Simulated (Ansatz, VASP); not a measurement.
# Cross-check of H (H2) between VASP and Ansatz, part 2 of 2

Wanted: the spread between two codes on one cell, functional and k mesh. The cell is taken from a series of runs on this material, whose earlier steps may have relaxed, scaled, displaced or heated it; both programs get it as it stands.

VASP 6.6.1 and Ansatz 0.2.0.

So far: Ansatz: single point, PBE with D3(BJ); VASP: single point, PBE with D3(BJ); Differences; Ansatz: single point, PBE; VASP: single point, PBE; Side by side.

## (8) Ansatz: single point, r2SCAN with D4

Level of this step: Ansatz beside VASP: Kohn-Sham DFT, plane waves, r2SCAN with D4 (Ansatz).

With cell and atoms fixed, the geometry can't cause a difference; cores, projectors, grids and the points listed under the comparison can.

The cell is taken from a series of runs on this material, whose earlier steps may have relaxed, scaled, displaced or heated it; both programs get it as it stands.

Contents of input.yaml:

```yaml
crystal:
  lattice:
    - [11.0, 0.0, 0.0]
    - [0.0, 11.3, 0.0]
    - [0.0, 0.0, 11.6]
  atoms:
    - { symbol: H, position: [0.50306, 0.49886, 0.46535] }
    - { symbol: H, position: [0.49794, 0.50159, 0.52977] }
kpoints:
  mp_grid: { grid: [1, 1, 1] }
hamiltonian:
  xc: r2scan
  dispersion: d4
scf:
  occupations: { method: fermi_dirac, width: 0.01 }
output:
  forces: true
```

The run is started by

```console
$ ansatz run input.yaml --threads 6 --pin off --max-ram 102400MiB --backend cuda --events-out ev --progress --plain --runs-dir out
```

The program printed:

```text
[...]
GPU FFT provider: cuFFT
GPU libraries: cuBLAS 13.8.2, cuFFT 12.4.0, cuSOLVER 12.3.4
Crystal: 2 atoms, lattice volume = 1441.880 Å³
Basis set: ecut = 500 eV, 36623 PW (Γ), exchange–correlation on 324×360×360 points (64 copies of the dense FFT grid, shifted against one another)
Bands: 5, of which v1, the nominal top of the filled ones, is band 1 counted from 1 (0 counted from 0)
Symmetry: 2 space group operations
[...]
SCF 1 converged in 6 iterations: F = -31.890469 eV  dr2 = 2.27e-10
[...]
SCF converged after 6 iterations
Free energy (F): -31.890469 eV
[...]
Internal energy: -31.890469 eV  (E = F + TS)
E sigma→0 (E₀):  -31.890469 eV
Fermi energy:    -5.306609 eV
[...]
--- Forces (eV/Å), atoms counted from 1 ---
  atom   1  H     -0.02323630     0.01273342     0.30867728
  atom   2  H      0.02323630    -0.01273342    -0.30867728
  max |Σ_I F_I| component: 0.00e0 eV/Å
```

## (9) VASP: single point, r2SCAN with D4

The same cell, functional, mesh and smearing now go to VASP, with its own data sets.

Contents of INCAR:

```
SYSTEM = H
PREC = Accurate
ENCUT = 440
EDIFF = 1E-06
NELM = 120
ISMEAR = -1
SIGMA = 0.01
LREAL = .FALSE.
ALGO = Normal
METAGGA = R2SCAN
IVDW = 13
VDW_S6 = 1
VDW_S8 = 0.6018749
VDW_A1 = 0.51559235
VDW_A2 = 5.77342911
LASPH = .TRUE.
NBANDS = 7
LORBIT = 11
LWAVE = .FALSE.
LCHARG = .FALSE.
ISIF = 2
GGA_COMPAT = .FALSE.
EFERMI = MIDGAP
LMIXTAU = .TRUE.
```

Contents of POSCAR:

```
H
1.0
   11.0000000000      0.0000000000      0.0000000000
    0.0000000000     11.3000000000      0.0000000000
    0.0000000000      0.0000000000     11.6000000000
H
2
Direct
    0.5030600000      0.4988600000      0.4653500000
    0.4979400000      0.5015900000      0.5297700000
```

Contents of KPOINTS:

```
Automatic mesh
0
Gamma
1 1 1
0 0 0
```

Potentials, in the order of the species: H (PBE family, release 64).

The run is started by

```console
$ mpirun -np 2 vasp_gam
```

The program printed:

```text
[banner, memory and clock lines left out]
running    2 mpi-ranks, on    1 nodes
[...]
|                                                                             |
|               ----> ADVICE to this user running VASP <----                  |
|                                                                             |
|     You enforced a specific xc type in the INCAR file but a different       |
|     [... a line on the potential file left out ...]
|     I HOPE YOU KNOW WHAT YOU ARE DOING!                                     |
|                                                                             |

 LDA part: xc-table for (None), standard interpolation
 [... a notice as in an earlier step ...]

 POSCAR, INCAR and KPOINTS ok, starting setup
[...]
entering main loop
       N       E                     dE             d eps       ncg     rms          rms(c)
DAV:   1     0.199141699824E-01    0.19914E-01   -0.52914E+02    16   0.118E+02
DAV:   2    -0.726286831025E+01   -0.72828E+01   -0.72828E+01    16   0.292E+01
DAV:   3    -0.767092479381E+01   -0.40806E+00   -0.40806E+00    24   0.885E+00
DAV:   4    -0.767117782965E+01   -0.25304E-03   -0.25304E-03    16   0.244E-01
[...]
DAV:  47    -0.690197407883E+01    0.48422E-04   -0.91918E-07    16   0.321E-03    0.382E-04
DAV:  48    -0.690196552033E+01    0.85585E-05   -0.18172E-07    16   0.162E-03    0.178E-04
DAV:  49    -0.690196454333E+01    0.97700E-06   -0.56656E-07    16   0.291E-03
   1 F= -.69024810E+01 E0= -.69024810E+01  d E =0.000000E+00
```

OUTCAR, selected parts (step 9):

```text
  Edisp (eV):   -0.00052

  Total      -0.07662    -0.07569    -0.30819     0.00072    -0.00958     0.01759
  in kB      -0.08513    -0.08410    -0.34245     0.00080    -0.01065     0.01954
  external pressure =       -0.17 kB  Pullay stress =        0.00 kB

 POSITION                                       TOTAL-FORCE (eV/Angst)
 -----------------------------------------------------------------------------------
      5.53366      5.63712      5.39806        -0.021850      0.011917      0.286869
      5.47734      5.66797      6.14533         0.021850     -0.011917     -0.286869
 -----------------------------------------------------------------------------------
    total drift:                                0.000003     -0.000001     -0.000000

  FREE ENERGIE OF THE ION-ELECTRON SYSTEM (eV)
  ---------------------------------------------------
  free  energy   TOTEN  =        -6.9024810278 eV

  energy  without entropy=       -6.9024810278  energy(sigma->0) =       -6.90248103

[... 1 part as in an earlier step ...]

[... 2 further parts left out ...]
[key lines of the parts left out:]
E-fermi :  -5.3412
```

## (10) Differences

What differs besides the data sets and the points named for the pairs above, as far as they apply: the cutoff is 500 eV in Ansatz and 440 eV in VASP. Total energies have different zeros and are not compared.

Compared:

```csv
quantity,Ansatz,VASP,difference
gap on the k mesh (eV),10.886,10.815,+0.070
```

Forces (eV/Å; atoms numbered as in POSCAR):

```csv
atom,"Ansatz x, y, z","VASP x, y, z"
H1,"-0.023, 0.013, 0.309","-0.022, 0.012, 0.287"
H2,"0.023, -0.013, -0.309","0.022, -0.012, -0.287"
```

The forces differ by 13 meV/Å r.m.s., which is 7.6 % of the r.m.s. force of 0.166 eV/Å (both taken over all components).

## (11) What came out

```json
{
  "difference in gap on the k mesh (single point, PBE with D3(BJ))": "0.016 eV",
  "r.m.s. force difference (single point, PBE with D3(BJ))": "7.8 meV/Å",
  "difference in gap on the k mesh (single point, PBE)": "0.016 eV",
  "r.m.s. force difference (single point, PBE)": "7.8 meV/Å",
  "r.m.s. force difference (single point, r2SCAN with D4)": "13 meV/Å",
  "difference in gap on the k mesh (single point, r2SCAN with D4)": "0.070 eV"
}
```

In words: The r.m.s. force difference is 13 meV/Å (single point, r2SCAN with D4), beyond the 12 meV/Å picked in this series as the mark of a large difference. What causes the difference of the single point, r2SCAN with D4 pair stays open here. 1 further run of this series is not shown here. How closely two codes agree says nothing of how well the functional describes the real material.

[Lines on the potential files, build, host, timing and source positions are cut from VASP's logs without a mark.]

[Logs are printed without paths, hosts, clocks, repeated set-up lines and the standing remarks that a program may print on its own settings, such as how far it seeks lower states.]

[Hosts, paths, dates, database ids (printed as entryN), source tags and the programs' standing remarks are cut or masked in the printed files.]
